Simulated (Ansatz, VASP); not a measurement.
# NaVS3: VASP beside Ansatz, part 3 of 3

Aim: how closely do two programs agree when they are given the same cell, functional and k mesh? The cell is generated by rule, not measured, and may not be a known phase. The cell is taken from a series of runs on this material, whose earlier steps may have relaxed, scaled, displaced or heated it; both programs get it as it stands.

VASP 6.6.1 and Ansatz 0.2.0.

So far: The starting structure; Ansatz: zone-centre phonons, PBEsol; VASP: zone-centre phonons, PBEsol.

## 3. VASP: zone-centre phonons, PBEsol (continued)

Level of this step: PBEsol, no spin polarisation; plane waves and PAW (Na_pv, V_sv, S); invented cell (VASP).

Numbers of over 12 decimals in the logs are rounded to 6 here.

From OUTCAR (step 3):

```text
ion  position               nearest neighbor table
   1  0.000  0.000  0.560-
   2  0.500  0.500  0.074-   3 2.07   4 2.28   5 2.28   4 2.28   5 2.28
   3  0.500  0.500  0.443-   2 2.07
   4  0.500  0.000  0.946-   2 2.28   2 2.28
   5  0.000  0.500  0.946-   2 2.28   2 2.28

  LATTYP: Found a simple tetragonal cell.
 ALAT       =     4.3323060630
 C/A-ratio  =     1.2933877500

 Subroutine GETGRP returns: Found  8 space group operations
 (whereof  8 operations were pure point group operations)

The static configuration has the point symmetry C_4v.

 Found     60 irreducible k-points:

   k-points           NKPTS =     60   k-points in BZ     NKDIM =     60   number of bands    NBANDS=     25

   dimension x,y,z NGX =    32 NGY =   32 NGZ =   42
   dimension x,y,z NGXF=    64 NGYF=   64 NGZF=   84

   ENCUT  =  500.0 eV  36.75 Ry    6.06 a.u.   7.90  7.90 10.22*2*pi/ulx,y,z

   NELECT =      38.0000    total number of electrons

 k-points in reciprocal lattice and weights: Automatic mesh
   0.00000000  0.00000000  0.00000000       0.003
   0.12500000  0.00000000  0.00000000       0.010
   0.25000000  0.00000000  0.00000000       0.010
   0.37500000  0.00000000  0.00000000       0.010
   0.50000000  0.00000000  0.00000000       0.005
   0.12500000  0.12500000  0.00000000       0.010
   0.25000000  0.12500000  0.00000000       0.021
   0.37500000  0.12500000  0.00000000       0.021
   0.50000000  0.12500000  0.00000000       0.010
[...]
0.50000000  0.37500000  0.50000000       0.010
   0.50000000  0.50000000  0.50000000       0.003

 average (electrostatic) potential at core
       1 -45.6182       2 -77.3708       3 -87.6871       4 -87.6442       5 -87.6442

[...]
POSITION                                       TOTAL-FORCE (eV/Angst)
 -----------------------------------------------------------------------------------
      0.00000      0.00000      3.13536         0.000000      0.000000     -0.004662
      2.16615      2.16615      0.41407        -0.000000      0.000000      0.006806
      2.16615      2.16615      2.48494        -0.000000     -0.000000      0.000538
      2.16615      0.00000      5.29972        -0.000000      0.000000     -0.001341
      0.00000      2.16615      5.29972         0.000000      0.000000     -0.001341
 -----------------------------------------------------------------------------------
    total drift:                                0.000000     -0.000000      0.000697

 Eigenvectors and eigenvalues of the dynamical matrix
 ----------------------------------------------------

   1 f  =   15.635829 THz    98.242810 2PiTHz  521.555112 cm-1    64.664563 meV
             X         Y         Z           dx          dy          dz
      0.000000  0.000000  3.135364     0.000000    0.000000   -0.031900
      2.166153  2.166153  0.414072    -0.000000   -0.000000    0.636090
      2.166153  2.166153  2.484940    -0.000000   -0.000000   -0.770949
      2.166153  0.000000  5.299716    -0.000000    0.000000   -0.002198
      0.000000  2.166153  5.299716     0.000000    0.000000   -0.002198

   2 f  =   11.179752 THz    70.244452 2PiTHz  372.916381 cm-1    46.235718 meV
             X         Y         Z           dx          dy          dz
      0.000000  0.000000  3.135364     0.001648    0.004194    0.000000
      2.166153  2.166153  0.414072    -0.156700   -0.398713   -0.000000
      2.166153  2.166153  2.484940    -0.000100   -0.000255   -0.000000
      2.166153  0.000000  5.299716    -0.113634    0.789695   -0.000000
      0.000000  2.166153  5.299716     0.310362   -0.289133   -0.000000

   3 f  =   11.179752 THz    70.244452 2PiTHz  372.916381 cm-1    46.235718 meV
             X         Y         Z           dx          dy          dz
      0.000000  0.000000  3.135364     0.004194   -0.001648   -0.000000
      2.166153  2.166153  0.414072    -0.398713    0.156700   -0.000000
      2.166153  2.166153  2.484940    -0.000255    0.000100    0.000000
      2.166153  0.000000  5.299716    -0.289133   -0.310362   -0.000000
      0.000000  2.166153  5.299716     0.789695    0.113634    0.000000

   4 f  =    6.487336 THz    40.761133 2PiTHz  216.394230 cm-1    26.829453 meV
             X         Y         Z           dx          dy          dz
      0.000000  0.000000  3.135364     0.000000    0.000000   -0.029386
      2.166153  2.166153  0.414072    -0.000000    0.000000   -0.500601
      2.166153  2.166153  2.484940     0.000000   -0.000000   -0.414878
      2.166153  0.000000  5.299716    -0.000000   -0.000000    0.536848
      0.000000  2.166153  5.299716    -0.000000   -0.000000    0.536848

   5 f  =    4.339224 THz    27.264151 2PiTHz  144.740946 cm-1    17.945582 meV
             X         Y         Z           dx          dy          dz
      0.000000  0.000000  3.135364    -0.245979    0.140846   -0.000000
      2.166153  2.166153  0.414072    -0.332081    0.190147    0.000000
      2.166153  2.166153  2.484940     0.746850   -0.427641    0.000000
      2.166153  0.000000  5.299716     0.040745    0.086576    0.000000
      0.000000  2.166153  5.299716    -0.151201   -0.023330   -0.000000

   6 f  =    4.339224 THz    27.264151 2PiTHz  144.740946 cm-1    17.945582 meV
             X         Y         Z           dx          dy          dz
      0.000000  0.000000  3.135364    -0.140846   -0.245979   -0.000000
      2.166153  2.166153  0.414072    -0.190147   -0.332081    0.000000
      2.166153  2.166153  2.484940     0.427641    0.746850    0.000000
      2.166153  0.000000  5.299716     0.023330   -0.151201    0.000000
      0.000000  2.166153  5.299716    -0.086576    0.040745   -0.000000

   7 f  =    3.681229 THz    23.129846 2PiTHz  122.792592 cm-1    15.224334 meV
             X         Y         Z           dx          dy          dz
      0.000000  0.000000  3.135364     0.000000    0.000000    0.000000
      2.166153  2.166153  0.414072    -0.000000   -0.000000   -0.000000
      2.166153  2.166153  2.484940    -0.000000   -0.000000   -0.000000
      2.166153  0.000000  5.299716    -0.000000   -0.000000    0.707107
      0.000000  2.166153  5.299716    -0.000000   -0.000000   -0.707107

   8 f  =    2.568821 THz    16.140381 2PiTHz   85.686658 cm-1    10.623787 meV
             X         Y         Z           dx          dy          dz
      0.000000  0.000000  3.135364    -0.650378   -0.597691    0.000000
      2.166153  2.166153  0.414072     0.222583    0.204552   -0.000000
      2.166153  2.166153  2.484940    -0.088415   -0.081252   -0.000000
      2.166153  0.000000  5.299716     0.172506    0.164469   -0.000000
      0.000000  2.166153  5.299716     0.178967    0.158532   -0.000000

   9 f  =    2.568821 THz    16.140381 2PiTHz   85.686658 cm-1    10.623787 meV
             X         Y         Z           dx          dy          dz
      0.000000  0.000000  3.135364     0.597691   -0.650378    0.000000
      2.166153  2.166153  0.414072    -0.204552    0.222583   -0.000000
      2.166153  2.166153  2.484940     0.081252   -0.088415   -0.000000
      2.166153  0.000000  5.299716    -0.158532    0.178967    0.000000
      0.000000  2.166153  5.299716    -0.164469    0.172506   -0.000000

  10 f  =    2.453389 THz    15.415096 2PiTHz   81.836240 cm-1    10.146396 meV
             X         Y         Z           dx          dy          dz
      0.000000  0.000000  3.135364     0.000000    0.000000    0.920270
      2.166153  2.166153  0.414072    -0.000000   -0.000000   -0.223400
      2.166153  2.166153  2.484940     0.000000    0.000000   -0.221462
      2.166153  0.000000  5.299716    -0.000000   -0.000000   -0.164544
      0.000000  2.166153  5.299716    -0.000000   -0.000000   -0.164544

  11 f  =    0.012025 THz     0.075557 2PiTHz    0.401117 cm-1     0.049732 meV
             X         Y         Z           dx          dy          dz
      0.000000  0.000000  3.135364    -0.345895   -0.119137    0.000000
      2.166153  2.166153  0.414072    -0.516834   -0.178014    0.000000
      2.166153  2.166153  2.484940    -0.404374   -0.139279    0.000000
      2.166153  0.000000  5.299716    -0.417092   -0.141889    0.000000
      0.000000  2.166153  5.299716    -0.411951   -0.143659    0.000000

  12 f  =    0.012025 THz     0.075557 2PiTHz    0.401117 cm-1     0.049732 meV
             X         Y         Z           dx          dy          dz
      0.000000  0.000000  3.135364     0.119137   -0.345895    0.000000
      2.166153  2.166153  0.414072     0.178014   -0.516834    0.000000
      2.166153  2.166153  2.484940     0.139279   -0.404374    0.000000
      2.166153  0.000000  5.299716     0.143659   -0.411951    0.000000
      0.000000  2.166153  5.299716     0.141889   -0.417092    0.000000

  13 f/i=    0.057137 THz     0.359003 2PiTHz    1.905890 cm-1     0.236300 meV
             X         Y         Z           dx          dy          dz
      0.000000  0.000000  3.135364     0.000000    0.000000    0.388872
      2.166153  2.166153  0.414072     0.000000    0.000000    0.543029
      2.166153  2.166153  2.484940     0.000000    0.000000    0.429499
      2.166153  0.000000  5.299716     0.000000    0.000000    0.429784
      0.000000  2.166153  5.299716     0.000000    0.000000    0.429784

  14 f/i=    3.637321 THz    22.853965 2PiTHz  121.327984 cm-1    15.042746 meV
             X         Y         Z           dx          dy          dz
      0.000000  0.000000  3.135364     0.071564   -0.021254    0.000000
      2.166153  2.166153  0.414072    -0.507114    0.150610   -0.000000
      2.166153  2.166153  2.484940    -0.238698    0.070892   -0.000000
      2.166153  0.000000  5.299716     0.773924   -0.007978   -0.000000
      0.000000  2.166153  5.299716     0.026862   -0.229851    0.000000

  15 f/i=    3.637321 THz    22.853965 2PiTHz  121.327984 cm-1    15.042746 meV
             X         Y         Z           dx          dy          dz
      0.000000  0.000000  3.135364     0.021254    0.071564    0.000000
      2.166153  2.166153  0.414072    -0.150610   -0.507114    0.000000
      2.166153  2.166153  2.484940    -0.070892   -0.238698    0.000000
      2.166153  0.000000  5.299716     0.229851    0.026862    0.000000
      0.000000  2.166153  5.299716     0.007978    0.773924   -0.000000

 ELASTIC MODULI CONTR FROM IONIC RELAXATION (kBar)
 Direction    XX          YY          ZZ          XY          YZ          ZX
 --------------------------------------------------------------------------------
 XX        -534.2211     20.4436   -210.0084      0.0000      0.0000      0.0000
 YY          20.4436   -534.2211   -210.0084      0.0000      0.0000      0.0000
 ZZ        -210.0084   -210.0084  -1121.2260      0.0000      0.0000      0.0000
 XY           0.0000      0.0000      0.0000      0.0000      0.0000      0.0000
 YZ           0.0000      0.0000      0.0000      0.0000    -74.3065     -0.0000
 ZX           0.0000      0.0000      0.0000      0.0000     -0.0000    -97.8754
 --------------------------------------------------------------------------------
```

This run has no spin polarisation, so a moment on V, if there is one, isn't seen.

## 4. Differences

Known differences besides the potentials themselves: the data sets hold 40 valence electrons in Ansatz (on its PAW soft_1 files) and 38 in VASP; the cutoff is 420 eV in Ansatz and 500 eV in VASP; Ansatz makes its cores anew for this functional, VASP keeps those of its PBE data sets. Total energies have different zeros and are not compared.

The two programs side by side:

```
                                                   quantity  Ansatz    VASP  difference
optical mode 1 to 2 (imaginary, printed as negative) (cm⁻¹)  -120.0  -121.3        +1.4
                                      optical mode 3 (cm⁻¹)    86.5    81.8     +5.67 %
                                 optical mode 4 to 5 (cm⁻¹)    87.7    85.7     +2.36 %
                                      optical mode 6 (cm⁻¹)   122.2   122.8     -0.49 %
                                 optical mode 7 to 8 (cm⁻¹)   145.4   144.7     +0.48 %
                                      optical mode 9 (cm⁻¹)   216.8   216.4     +0.21 %
                               optical mode 10 to 11 (cm⁻¹)   374.1   372.9     +0.33 %
                                     optical mode 12 (cm⁻¹)   521.9   521.6     +0.06 %
```

Modes are paired by rising frequency, not by their patterns, so a pair may set unlike modes beside each other; they are those without the splitting of longitudinal modes.

## 5. What came out

```
r.m.s. difference of the optical zone-centre modes, each program's sorted by frequency (zone-centre phonons, PBEsol) : 1.8 cm⁻¹
difference in optical mode 3 (zone-centre phonons, PBEsol)                                                           : +5.7 %
```

The r.m.s. difference of the optical zone-centre modes, each program's sorted by frequency is 1.8 cm⁻¹ (zone-centre phonons, PBEsol). The data sets hold unlike numbers of valence electrons (40 in Ansatz and 38 in VASP), so part of the differences comes from the potentials. Among the rows given in per cent, the largest difference of the zone-centre phonons, PBEsol pair is in optical mode 3, +5.7 %. Such differences can come from data sets, numerical settings and the points named under the comparisons, not from the functional's error against experiment.

[Lines on the potential files, build, host, timing and source positions are cut from VASP's logs without a mark.]

[Logs are printed without paths, hosts, clocks, repeated set-up lines and the standing remarks that a program may print on its own settings, such as how far it seeks lower states.]

[Hosts, paths, dates, database ids (printed as entryN), source tags and the programs' standing remarks are cut or masked in the printed files.]
